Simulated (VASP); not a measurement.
# P2W: structure and properties in VASP, part 2 of 2

What structure and properties does r2SCAN give P2W, and how near are they to the measured ones? The start is a cell from a database of measured crystal structures.

VASP 6.6.1; r2SCAN; plane waves and PAW (P, W).

Still holding for the runs below: Spin-orbit coupling is off here; with elements this heavy it splits and shifts levels by tenths of an eV or more.

So far. Step 5 (Density of states (r2SCAN)): The finer mesh and the other smearing move the Fermi level by -0.01 eV from the 9×9×4 run, a small shift, which tests the Fermi level alone. Of the states within 0.3 eV of the Fermi level, the largest shares in the PAW spheres are W d 57 % and P p 11 %. The rest lies in smaller channels or between the spheres. Step 6 (Zone-centre phonons (r2SCAN)): The three acoustic modes lie within 0.1 cm⁻¹ of zero, and all others are real.

## 7. Independent-particle dielectric function (r2SCAN)

LOPTICS sums transitions from filled to empty bands. The mesh is finer than in the run before. NBANDS is raised for it.

The input, INCAR:

```
SYSTEM = P2W
PREC = Accurate
ENCUT = 400
EDIFF = 1E-06
NELM = 100
ISMEAR = 0
SIGMA = 0.05
LREAL = .FALSE.
ALGO = Normal
METAGGA = R2SCAN
LASPH = .TRUE.
NBANDS = 64
LORBIT = 11
LWAVE = .FALSE.
LCHARG = .FALSE.
KPAR = 4
LOPTICS = .TRUE.
NEDOS = 1500
CSHIFT = 0.1
```

The input, POSCAR:

```
P2W
1.0
    4.2370807001     -1.5913367088     -0.0008497910
    4.2370807001      1.5913367088     -0.0008497910
   -3.6515136806      0.0000000000      6.5105384949
P W
4 2
Direct
    0.1381086931      0.1381086931      0.0251278656
    0.8618913069      0.8618913069      0.9748721344
    0.6002130682      0.6002130682      0.4012921383
    0.3997869318      0.3997869318      0.5987078617
    0.8417601232      0.8417601232      0.2932268728
    0.1582398768      0.1582398768      0.7067731272
```

The input, KPOINTS:

```
Automatic mesh
0
Gamma
13 13 6
0 0 0
```

The projector-augmented-wave data sets are P and W (PBE family, release 64).

Launch:

```console
$ mpirun -np 4 vasp_std
```

The job ended after 9.1 min (4 MPI ranks of Intel Xeon 6975P-C (Granite Rapids), shared host; peak memory 5.3 GiB; 36 min of CPU time).

These are independent-particle spectra without excitons or local fields, and fine structure depends on the mesh and on CSHIFT. The intraband (Drude) part is not in this spectrum.

This step gave:

- SCF cycles: 13
- bands: 64
- irreducible k-points: 280
- free energy (TOTEN): -141.1429 eV
- energy at zero smearing: -141.1420 eV
- Fermi energy: 9.412 eV
- pressure: 0.008442 GPa

The imaginary dielectric function has structure finer than the step of the table below, so its rows give means over 1 eV, whole bins alone (the curve runs from 0 to 25.0 eV). Peaks (eV: height): xx 0.8: 15.5, 2.3: 16.2, 5.1: 24.2; yy 4.7: 19.7; zz 0.4: 40.6, 4.3: 18.0.

The imaginary dielectric function by photon energy; means over each step:

```
photon energy (eV)     xx     yy     zz
                 1   12.4   9.27   26.4
                 2   14.0   10.6   11.1
                 3   14.1   14.2   14.6
                 4   19.2   17.1   16.6
                 5   23.1   18.2   17.3
                 6   17.1   16.9   16.0
                 7   13.1   11.6   11.2
                 8   11.1   8.96   9.29
                 9   6.21   6.63   7.18
                10   3.95   4.80   4.24
                11   2.64   3.25   3.19
                12   1.84   2.67   2.89
                13   1.42   2.15   2.25
                14   1.05   1.59   1.61
                15  0.786   1.24   1.18
                16  0.594  0.879  0.824
                17  0.441  0.651  0.558
                18  0.364  0.496  0.414
                19  0.323  0.395  0.346
                20  0.272  0.321  0.287
                21  0.234  0.265  0.238
                22  0.227  0.228  0.212
                23  0.202  0.191  0.192
                24  0.189  0.173  0.167
```

Real dielectric function against photon energy:

```
photon energy (eV)       xx       yy       zz
                 0     40.5     29.1     74.0
                 1     20.5     20.7     6.96
                 2     19.9     18.8     15.6
                 3     15.5     15.7     11.0
                 4     13.4     10.9     9.91
                 5     4.52     3.76     4.71
                 6    -2.09   -0.418   -0.739
                 7    -4.64    -4.13    -3.48
                 8    -6.97    -4.34    -4.34
                 9    -6.62    -4.46    -4.97
                10    -5.42    -4.48    -4.61
                11    -4.41    -3.59    -3.26
                12    -3.53    -2.77    -2.88
                13    -2.69    -2.64    -2.77
                14    -2.29    -2.20    -2.38
                15    -1.80    -1.93    -2.02
                16    -1.46    -1.59    -1.72
                17    -1.12    -1.27    -1.34
                18   -0.829   -0.997   -0.982
                19   -0.626   -0.759   -0.755
                20   -0.454   -0.561   -0.566
                21   -0.297   -0.406   -0.383
                22   -0.162   -0.259   -0.243
                23  -0.0782   -0.138   -0.140
                24   0.0378  -0.0272  -0.0278
```

## 8. Band structure (r2SCAN), changed input

This run is made with a changed input; what comes of it follows.

The input, INCAR:

```
SYSTEM = P2W
PREC = Accurate
ENCUT = 400
EDIFF = 1E-16
NELM = 58
ISMEAR = 0
SIGMA = 0.05
LREAL = .FALSE.
ALGO = Normal
METAGGA = R2SCAN
LASPH = .TRUE.
NBANDS = 32
LORBIT = 11
LWAVE = .FALSE.
LCHARG = .FALSE.
KPAR = 4
```

POSCAR is that of step 7.

The input, KPOINTS:

```
Automatic mesh
0
Gamma
9 9 4
0 0 0
```

The input, KPOINTS_OPT:

```
Line mode
16
Line-mode
Reciprocal
 -0.50000000  -0.50000000   0.50000000 X
  0.00000000   0.00000000   0.00000000 GAMMA

  0.00000000   0.00000000   0.00000000 GAMMA
  0.00000000   0.00000000  -0.50000000 Y

 -0.50000000  -0.50000000   0.00000000 L
  0.00000000   0.00000000   0.00000000 GAMMA

  0.00000000   0.00000000   0.00000000 GAMMA
  0.50000000   0.00000000   0.00000000 Z

  0.00000000  -0.50000000   0.50000000 N
  0.00000000   0.00000000   0.00000000 GAMMA

  0.00000000   0.00000000   0.00000000 GAMMA
  0.50000000   0.00000000  -0.50000000 M

  0.00000000  -0.50000000   0.00000000 R
  0.00000000   0.00000000   0.00000000 GAMMA
```

Launch:

```console
$ mpirun -np 4 vasp_std
```

The job ended after 4.6 min (4 MPI ranks).

The run was stopped at its time limit, by a STOPCAR file.

The fault in the input: threshold below the noise (EDIFF = 1e-16). An EDIFF of 1E-06 to 1E-08 can be reached; this one can't.

## 9. Results

```yaml
relaxed_volume: 14.63 Å³/atom
relaxed_conventional_cell_a_b_c: 8.474, 3.183, 7.465 Å; angles 90.0, 119.3, 90.0°
space_group_after_relaxing_within_0p02_a: C2/m (No. 12)
band_gap: none, a metal
dos_at_the_fermi_level: 1.27 states/eV/cell
highest_zone_centre_mode: 487 cm⁻¹
```

**Reading.** With r2SCAN, P2W relaxes to 14.63 Å³/atom in space group C2/m (held by the symmetry of the run) and comes out as a metal. Against the listed cell the volume lies +0.2 % (a -0.3 %, b +0.5 %, c under 0.05 %). Bands along the symmetry lines (r2SCAN): Of the bands kept, 2 cross the Fermi level on this path. Zone-centre phonons (r2SCAN): The highest mode in this list at Γ, 487.2 cm⁻¹, is mostly motion of P (99 % of the kinetic energy). Spin-orbit coupling is left out, and with elements this heavy it would split and shift bands near the Fermi level. Modes at Γ alone can't show that the crystal is stable at other wave vectors. No search among competing phases was made, and a listed structure need not be the one stable at ambient conditions. All values are for a static lattice at zero temperature.

Computed beside measured:

| quantity | measured | r2SCAN |
| --- | --- | --- |
| lattice constant a (Å) | 8.49 | 8.474 (-0.2 %) |
| lattice constant b (Å) | 3.1615 | 3.183 (+0.7 %) |
| lattice constant c (Å) | 7.456 | 7.465 (+0.1 %) |

Measured values from arxiv:1804.03879 (2018).

Verdict: The lattice constant a is off by -0.2 %: good agreement. The lattice constant b is off by +0.7 %: good agreement. The lattice constant c is off by +0.1 %: good agreement. The grades are ours: good and fair within 0.7 and 1.5 % for the lattice constant a, 0.7 and 1.5 % for the lattice constant b and 0.8 and 2 % for the lattice constant c. Zero-point motion and thermal expansion are not in the computed lattice constants.

[Lines on the potential files, build, host, timing and source positions are cut from VASP's logs without a mark.]

[Logs are printed without paths, hosts, clocks, repeated set-up lines and the standing remarks that a program may print on its own settings, such as how far it seeks lower states.]

[Hosts, paths, dates, database ids (printed as entryN), source tags and the programs' standing remarks are cut or masked in the printed files.]

[A measured line is paired with the nearest computed mode of its activity, which favours agreement.]
